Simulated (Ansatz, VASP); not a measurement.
# Cross-check of Sc (Sc (P6_3/mmc)) between VASP and Ansatz

Wanted: the spread between two codes on one cell, functional and k mesh. The two relaxations start from unlike cells of this crystal (the structure described is Ansatz's start), so only their ends are compared.

Calculated with Ansatz 0.2.0; plane waves, with VASP 6.6.1 beside it; relaxation of cell and atoms at PBE with D3(BJ).

### 1. Starting point

It takes space group P6_3/mmc (No. 194, hexagonal). The conventional cell has a = 3.309 Å, b = 3.309 Å, c = 5.273 Å, α = 90.00°, β = 90.00°, γ = 120.00°. Sc has 12 Sc at 3.26 to 3.31 Å nearest.

### 2. Ansatz: relaxation of cell and atoms, PBE with D3(BJ)

Ansatz runs on its default PAW (the set named soft_2) files.

The relaxed volume is the usual yardstick between codes: in a stiff, nearly cubic crystal its relative difference is about their pressure difference at one cell divided by the bulk modulus.

Input file input.yaml:

```yaml
crystal:
  lattice:
    - [3.309, 0.0, 0.0]
    - [-1.6545, 2.8656781, 0.0]
    - [0.0, 0.0, 5.2733]
  atoms:
    - { symbol: Sc, position: [0.33333333, 0.66666667, 0.25] }
    - { symbol: Sc, position: [0.66666667, 0.33333333, 0.75] }
basis:
  ecutwfc: 420
  xc_grid: 2
hamiltonian:
  xc: pbe
  dispersion: d3bj
kpoints:
  mp_grid: { grid: [13, 13, 8] }
scf:
  occupations: { method: methfessel_paxton, width: 0.1 }
  max_iter: 120
relax:
  f_tol: 0.005
  max_steps: 60
  cell: {}
output:
  forces: true
  stress: true
checkpoint:
  write: "../cell.run"
  compress: false
  write_wavefunctions: false
  write_every: 100000
```

Launch:

```sh
$ ansatz run input.yaml --threads 4 --pin off --max-ram 14131MiB --backend cpu --events-out ev --progress --plain --runs-dir out
```

Numbers of over 12 decimals in the logs are rounded to 6 here.

What it wrote:

```text
Engine: ansatz 0.2.0, aarch64-unknown-linux-gnu
Pseudopotentials: kind: paw
Pseudopotential: Sc, paw, valence charge 11, recommended cutoff 420 eV (normal), Sc.paw.azcp
Functional definition: PBE
  parameter kappa = 0.804
  parameter beta = 0.066725
  exchange = pbe_x(kappa = kappa, mu = beta*pi^2/3)
  correlation = pbe_c(beta = beta)
Crystal: 2 atoms, lattice volume = 50.004 Å³
Basis set: ecut = 420 eV, 989 PW (Γ), exchange–correlation on 48×48×72 points (8 copies of the dense FFT grid, shifted against one another)
Bands: 15, of which v1, the nominal top of the filled ones, is band 11 counted from 1 (10 counted from 0)
Symmetry: 24 space group operations
Space group: P63/mmc (ITA 194), of the structure as read, at distance tolerance 3.7e-5 Å
k-points: 105 of 1352
Non-local potential: Sc, projectors of the file, l = 0: 3, l = 1: 2, l = 2: 3, l = 3: 1
PAW form: soft (Blöchl's): semilocal exchange-correlation on the pseudo side does not see the compensation charge
PAW one-centre angular grid: Sc, 590 points (default); XC on 64 Gauss nodes
Initial density: superposition of atomic densities (neutral atoms: chi_scale 0, normalization atom), corrected by the library's trained network
Initial wavefunctions: pseudopotential atomic-orbital guess
Functional: x = pbe(κ = 0.804, μ = 0.219515), c = pbe(β = 0.066725)
SCF iter   1: F=—  HF=-4272.375787 eV  |F-HF|=—  |Δ(HF+E_count)|=         —  Δρ=2.04e-3  dr2=2.00e-3  ethr=1.77e-3  ⟨swp⟩=3.1  Hψ=6503  notcnv=0
preconditioner: auto → none  [metal: Δε(μ)=0.002 eV  Ē_g=2.468 eV  σ=0.100 eV  W_gap=0.02  n_scr=8 (ndim 8)  ℏωp=12.9 eV  f_vac=0.000  D(μ)=4.54/eV (n_scr^D=54)  sad-step TF]
SCF iter   2: F=—  HF=-4272.375104 eV  |F-HF|=—  |Δ(HF+E_count)|=   6.83e-4  S|Δr|=    0.00e0  Δρ=1.24e-3  dr2=8.30e-4  ethr=9.10e-6  ⟨swp⟩=1.0  Hψ=2434  notcnv=0
SCF iter   3: F=—  HF=-4272.375103 eV  |F-HF|=—  |Δ(HF+E_count)|=   1.48e-6  S|Δr|=    0.00e0  Δρ=1.29e-4  dr2=8.33e-6  ethr=3.77e-6  ⟨swp⟩=2.0  Hψ=1875  notcnv=0
SCF iter   4: F=—  HF=-4272.375074 eV  |F-HF|=—  |Δ(HF+E_count)|=   2.90e-5  S|Δr|=    0.00e0  Δρ=2.77e-5  dr2=3.39e-7  ethr=3.79e-8  ⟨swp⟩=2.5  Hψ=2607  notcnv=0
SCF iter   5: F=-4272.375074 eV  HF=-4272.375074 eV  |F-HF|=3.86e-9  |Δ(HF+E_count)|=   4.18e-8  S|Δr|=    0.00e0  Δρ=4.66e-6  dr2=5.07e-9  ethr=4.55e-10  ⟨swp⟩=3.7  Hψ=4527  notcnv=0
SCF 1 converged in 5 iterations: F = -4272.375074 eV  dr2 = 5.07e-9
  greatest PAW one-centre occupation: 0.998 electrons in one spin orbital (limit 2), on the Sc atom at site 1 (counted from 0), in its partial waves of l = 0
relax step   1: F+E_penalty+E_count = -4272.37507378 eV  Δ(F+E_penalty+E_count) = +0.000e0 eV  max|allowed force component| = 1.480e-16 eV/Å  Δτ_max = 0.0000 Å  P = -3.270 GPa  Ω = 50.004 Å³  (5 SCF iters, dr2 threshold 1.00e-7 eV, accepted)
[...]
relax step   2: F+E_penalty+E_count = -4272.41189928 eV  Δ(F+E_penalty+E_count) = -3.683e-2 eV  max|allowed force component| = 2.197e-16 eV/Å  Δτ_max = 0.0000 Å  P = +0.759 GPa  Ω = 46.299 Å³  energy of the carried Pulay correction = +5.692e-4 eV  (4 SCF iters, dr2 threshold 2.00e-7 eV, accepted)
[...]
relax step   3: F+E_penalty+E_count = -4272.41379010 eV  Δ(F+E_penalty+E_count) = -1.891e-3 eV  max|allowed force component| = 1.897e-16 eV/Å  Δτ_max = 0.0000 Å  P = -0.010 GPa  Ω = 46.890 Å³  energy of the carried Pulay correction = +4.728e-4 eV  (3 SCF iters, dr2 threshold 2.00e-7 eV, accepted)
[...]
relax step   4: F+E_penalty+E_count = -4272.41386419 eV  Δ(F+E_penalty+E_count) = -7.409e-5 eV  max|allowed force component| = 1.712e-16 eV/Å  Δτ_max = 0.0000 Å  P = -0.009 GPa  Ω = 46.881 Å³  energy of the carried Pulay correction = +4.740e-4 eV  (3 SCF iters, dr2 threshold 6.78e-8 eV, accepted)
[...]
relax step   5: F+E_penalty+E_count = -4272.41339662 eV  Δ(F+E_penalty+E_count) = +4.676e-4 eV  max|allowed force component| = 1.434e-16 eV/Å  Δτ_max = 0.0000 Å  P = -0.010 GPa  Ω = 46.881 Å³  stress off target by 2.79e-2 GPa  SCF on the basis re-selected at this cell (its energy is not comparable with the rows above)  (5 SCF iters)
basis re-selected at this cell: Δ(F+E_penalty+E_count) = +4.676e-4 eV, ΔP = -0.001 GPa vs the last step (what re-selecting the basis moved, of the pressure what is left beyond the Pulay correction that the steps carried, after the strain that the cell walked since its last selection, with what the two solves' SCF thresholds leave and, on support functions, any second-order correction that the steps lacked; it is no m [...]
SCF converged after 5 iterations
Stability not checked: this state was not tested for a lower state beside it, because cold or Methfessel-Paxton smearing, or corrected tetrahedra, fill the levels in a way that the test cannot read (fill_not_monotonic; see scf.lower_state_search)
Free energy (F): -4272.413397 eV
Harris-Foulkes:  -4272.413397 eV  (|F-HF|=9.09e-13)
Internal energy: -4272.412679 eV  (E = F + TS)
E sigma→0 (E₀):  -4272.413217 eV
Entropy (-TS):   -0.000718 eV (-0.359 meV/atom)
Fermi energy:    9.837941 eV
--- Per-component energies (eV) ---
  E_band       = -322.673778
  E_kinetic    = 522.351082
  E_local      = -1645.505593  (includes V_loc(G=0)·N_el)
  E_nonlocal   = 166.948941
  E_hartree    = 562.167612
  E_xc         = -208.704197
  E_vxc        = -258.368054  (∫ρ·V_xc dr)
  E_paw        = -1911.206472  (= ΣΔE_a)
  E_vpaw       = -232.435383  (= ΣTr[D̂ρ^β])
  E_aug_tail   = 0.000020  (compensation charges beyond the density's cutoff)
  E_ewald      = -1757.646600
  E_disp       = -0.817471  (pairwise vdW)
  E_smearing   = -0.000718  (= −TS)
  E_closure    = 0.000000  (closes the sum)
  Σ components = -4272.413397   (vs F -4272.413397, Δ=0.00e0)
--- Forces (eV/Å), atoms counted from 1 ---
  atom   1  Sc     0.00000000    -0.00000000     0.00000000
  atom   2  Sc    -0.00000000     0.00000000    -0.00000000
  max |Σ_I F_I| component: 2.78e-17 eV/Å
--- Stress (GPa, compression-positive) ---
       -0.001076      -0.000000       0.000000
       -0.000000      -0.001076      -0.000000
        0.000000      -0.000000      -0.027906
  P = ⅓ Tr σ = -0.0100 GPa (-0.100 kbar)
--- Relaxed structure (4 steps of the walk, 4 accepted, 1 SCFs on fresh bases) ---
  F+E_penalty+E_count = -4272.41339662 eV   max|allowed force component| = 1.434e-16 eV/Å   (the final SCF, on the basis selected at the relaxed cell)
  cell:  # Å, volume = 46.8806 Å³
    - [3.270093, 0, 0]
    - [-1.635046, 2.831984, 0]
    - [0, 0, 5.062238]
  atoms:
    - { symbol: Sc, position: [0.333333, 0.666667, 0.25] }
    - { symbol: Sc, position: [0.666667, 0.333333, 0.750000] }
```

In the SCF lines HF is the Harris–Foulkes energy and dr2 the Hartree energy of the density residual, in eV; the loop may stop once dr2 is under the threshold and the program's other checks hold. Hψ counts applications of the Hamiltonian.

### 3. VASP: relaxation of cell and atoms, PBE with D3(BJ)

Its own start cell and the same functional, mesh and smearing now go to VASP, with its own data sets.

Lines of VASP's logs that name or quote its potential files are left out, and so is its time.

Input file INCAR:

```
SYSTEM = Sc
PREC = Accurate
ENCUT = 500
EDIFF = 1E-07
NELM = 120
ISMEAR = 1
SIGMA = 0.1
LREAL = .FALSE.
ALGO = Normal
GGA = PE
IVDW = 12
NBANDS = 17
LASPH = .TRUE.
LORBIT = 11
LWAVE = .FALSE.
LCHARG = .FALSE.
ISIF = 3
IBRION = 2
NSW = 80
EDIFFG = -0.005
GGA_COMPAT = .FALSE.
NELMIN = 4
```

Input file POSCAR:

```
Sc
1.0
    3.2714504604      0.0000000000      0.0000000000
   -1.6357252302      2.8331591469      0.0000000000
    0.0000000000      0.0000000000      5.0635987813
Sc
2
Direct
    0.3333333333      0.6666666667      0.2500000000
    0.6666666667      0.3333333333      0.7500000000
```

Input file KPOINTS:

```
Automatic mesh
0
Gamma
13 13 8
0 0 0
```

The projector-augmented-wave data sets are Sc_sv (PBE family, release 64).

Launch:

```sh
$ mpirun -np 1 vasp_std
```

What it wrote:

```text
[banner, memory and clock lines left out]
running    1 mpi-ranks, on    1 nodes
 distrk:  each k-point on    1 cores,    1 groups
 distr:  one band on    1 cores,    1 groups

 POSCAR found type information on POSCAR Sc
 POSCAR found :  1 types and       2 ions
 LDA part: xc-table for (Slater+PW92), standard interpolation
 POSCAR, INCAR and KPOINTS ok, starting setup
 FFT: planning ... GRIDC
 FFT: planning ... GRID_SOFT
 FFT: planning ... GRID
 WAVECAR not read
 entering main loop
       N       E                     dE             d eps       ncg     rms          rms(c)
DAV:   1     0.352639909885E+03    0.35264E+03   -0.11005E+04  3578   0.135E+03
DAV:   2     0.632608563307E+01   -0.34631E+03   -0.34048E+03  4458   0.574E+02
DAV:   3    -0.134596024911E+02   -0.19786E+02   -0.19216E+02  5914   0.163E+02
DAV:   4    -0.137726011445E+02   -0.31300E+00   -0.31153E+00  5241   0.198E+01
DAV:   5    -0.137768567444E+02   -0.42556E-02   -0.42549E-02  6061   0.239E+00    0.796E+00
DAV:   6    -0.126379806554E+02    0.11389E+01   -0.25979E+00  4611   0.190E+01    0.242E+00
DAV:   7    -0.124861014182E+02    0.15188E+00   -0.67090E-01  4734   0.886E+00    0.834E-01
DAV:   8    -0.124766426424E+02    0.94588E-02   -0.25818E-02  4982   0.214E+00    0.235E-01
DAV:   9    -0.124753896237E+02    0.12530E-02   -0.69302E-03  4908   0.928E-01    0.210E-02
DAV:  10    -0.124754016659E+02   -0.12042E-04   -0.11413E-04  5851   0.150E-01    0.829E-03
DAV:  11    -0.124753951687E+02    0.64971E-05   -0.41279E-06  5526   0.255E-02    0.230E-03
DAV:  12    -0.124753979630E+02   -0.27943E-05   -0.35633E-07  4058   0.568E-03    0.103E-03
DAV:  13    -0.124753975116E+02    0.45143E-06   -0.40097E-08  2978   0.343E-03    0.861E-05
DAV:  14    -0.124753975027E+02    0.89144E-08   -0.69392E-09  2825   0.185E-03
   1 F= -.13291687E+02 E0= -.13291452E+02  d E =-.132917E+02
 curvature:   0.00 expect dE= 0.000E+00 dE for cont linesearch  0.000E+00
 trial: gam= 0.00000 g(F)=  0.198E-46 g(S)=  0.107E-04 ort = 0.000E+00 (trialstep = 0.100E+01)
 search vector abs. value=  0.107E-04
 bond charge predicted
       N       E                     dE             d eps       ncg     rms          rms(c)
DAV:   1    -0.124748190960E+02    0.57842E-03   -0.47449E-03  3793   0.938E-01    0.866E-02
DAV:   2    -0.124746750430E+02    0.14405E-03   -0.46137E-04  5124   0.273E-01    0.264E-02
DAV:   3    -0.124746614551E+02    0.13588E-04   -0.64364E-05  4715   0.902E-02    0.113E-02
DAV:   4    -0.124746618796E+02   -0.42451E-06   -0.29394E-06  5063   0.216E-02    0.207E-03
DAV:   5    -0.124746617308E+02    0.14886E-06   -0.52439E-07  4555   0.922E-03    0.330E-04
DAV:   6    -0.124746616605E+02    0.70263E-07   -0.16157E-08  2306   0.253E-03
   2 F= -.13291691E+02 E0= -.13291458E+02  d E =-.426501E-05
 trial-energy change:   -0.000004  1 .order   -0.000004   -0.000011    0.000002
 step:   0.8158(harm=  0.8158)  dis= 0.00000  next Energy=   -13.291691 (dE=-0.436E-05)
 reached required accuracy - stopping structural energy minimisation
```

From OUTCAR (step 3):

```text
ion  position               nearest neighbor table
   1  0.333  0.667  0.250-   2 3.16   2 3.16   2 3.16   2 3.16   2 3.16   2 3.16
   2  0.667  0.333  0.750-   1 3.16   1 3.16   1 3.16   1 3.16   1 3.16   1 3.16

  LATTYP: Found a hexagonal cell.
 ALAT       =     3.2714504604
 C/A-ratio  =     1.5478145986

 Subroutine GETGRP returns: Found 24 space group operations
 (whereof 12 operations were pure point group operations)

The static configuration has the point symmetry D_3d.
 The point group associated with its full space group is D_6h.

 Found    105 irreducible k-points:

   k-points           NKPTS =    105   k-points in BZ     NKDIM =    105   number of bands    NBANDS=     17

   dimension x,y,z NGX =    24 NGY =   24 NGZ =   40
   dimension x,y,z NGXF=    48 NGYF=   48 NGZF=   80

   ENCUT  =  500.0 eV  36.75 Ry    6.06 a.u.   5.96  5.96  9.23*2*pi/ulx,y,z

   NELECT =      22.0000    total number of electrons

 k-points in reciprocal lattice and weights: Automatic mesh
   0.00000000  0.00000000  0.00000000       0.001
   0.07692308  0.00000000  0.00000000       0.004
   0.15384615 -0.00000000  0.00000000       0.004
   0.23076923 -0.00000000  0.00000000       0.004
   0.30769231 -0.00000000  0.00000000       0.004
   0.38461538  0.00000000  0.00000000       0.004
   0.46153846 -0.00000000  0.00000000       0.004
   0.07692308  0.07692308  0.00000000       0.004
   0.15384615  0.07692308  0.00000000       0.009
[...]
0.38461538  0.23076923  0.50000000       0.004
   0.30769231  0.30769231  0.50000000       0.004

 Edisp (eV)   -0.81629

 average (electrostatic) potential at core
       1 -46.7997       2 -46.7997

 E-fermi :   3.9745

 k-point     1 :       0.0000    0.0000    0.0000
  band No.  band energies     occupation
    ...
      6     -23.7034      2.00000
      7     -23.7034      2.00000
      8     -23.6698      2.00000
      9      -1.2412      2.00000
     10       2.2838      2.00000
     11       4.7552     -0.00000
     12       5.6233     -0.00000
     13       5.6233     -0.00000
     14       5.9430     -0.00000
     15       6.1162      0.00000
    ...

 k-point     2 :       0.0769    0.0000    0.0000
  band No.  band energies     occupation
    ...
      6     -23.7215      2.00000
      7     -23.7054      2.00000
      8     -23.6743      2.00000
      9      -1.1070      2.00000
     10       2.3940      2.00000
     11       4.6191     -0.00000
     12       5.3805     -0.00000
     13       5.7224     -0.00000
     14       6.0249      0.00000
     15       6.1220      0.00000
    ...

 k-point     3 :       0.1538   -0.0000    0.0000
  band No.  band energies     occupation
    ...
      6     -23.7707      2.00000
      7     -23.7115      2.00000
      8     -23.6875      2.00000
      9      -0.7160      2.00000
     10       2.6925      2.00000
     11       4.2973     -0.00005
     12       4.9548     -0.00000
     13       5.8126     -0.00000
     14       6.0113      0.00000
     15       6.0563      0.00000
    ...

 Edisp (eV)   -0.81703

  Total       0.00358     0.00358     0.00126     0.00000     0.00000     0.00000
  in kB       0.12217     0.12217     0.04315     0.00000     0.00000     0.00000
  external pressure =        0.10 kB  Pullay stress =        0.00 kB

  energy-cutoff  :      500.00
  volume of cell :       46.89
      direct lattice vectors                 reciprocal lattice vectors
     3.270526437  0.000000000 -0.000000000     0.305761173  0.176531299 -0.000000000
    -1.635263219  2.832358920  0.000000000     0.000000000  0.353062598  0.000000000
     0.000000000  0.000000000  5.062009201     0.000000000 -0.000000000  0.197550016

 POSITION                                       TOTAL-FORCE (eV/Angst)
 -----------------------------------------------------------------------------------
     -0.00000      1.88824      1.26550         0.000000      0.000000      0.000000
      1.63526      0.94412      3.79651        -0.000000     -0.000000      0.000000
 -----------------------------------------------------------------------------------
    total drift:                               -0.000000      0.000000     -0.000000

  FREE ENERGIE OF THE ION-ELECTRON SYSTEM (eV)
  ---------------------------------------------------
  free  energy   TOTEN  =       -13.2916911298 eV

  energy  without entropy=      -13.2909907516  energy(sigma->0) =      -13.29145767

 reached required accuracy - stopping structural energy minimisation

 total charge
# of ion       s       p       d       tot
------------------------------------------
    1        2.284   6.110   1.037   9.431
    2        2.284   6.110   1.037   9.431
--------------------------------------------------
tot          4.568  12.219   2.075  18.862

[... 3 further parts left out ...]
```

### 4. Differences

Known differences besides the potentials themselves: the cutoff is 420 eV in Ansatz and 500 eV in VASP; Ansatz adds a Pulay correction to the stress that steers its cell, VASP none. Total energies have different zeros and are not compared.

Compared:

| quantity | Ansatz | VASP | difference |
| --- | --- | --- | --- |
| volume (Å³) | 46.88 | 46.89 | -0.02 % |
| edge a after relaxation, in the typed setting (Å) | 3.270 | 3.271 | -0.01 % |
| edge c after relaxation, in the typed setting (Å) | 5.062 | 5.062 | +0.00 % |

### 5. Outcome

| Quantity | Value |
| --- | --- |
| difference in volume (relaxation of cell and atoms, PBE with D3(BJ)) | -0.022 % |

In words: The difference in volume is -0.022 % (relaxation of cell and atoms, PBE with D3(BJ)), within the 1.2 % picked in this series as the mark of a large difference, as far as the stopping tolerances let one tell. How closely two codes agree says nothing of how well the functional describes the real material.

[Lines on the potential files, build, host, timing and source positions are cut from VASP's logs without a mark.]

[Logs are printed without paths, hosts, clocks, repeated set-up lines and the standing remarks that a program may print on its own settings, such as how far it seeks lower states.]

[Hosts, paths, dates, database ids (printed as entryN), source tags and the programs' standing remarks are cut or masked in the printed files.]
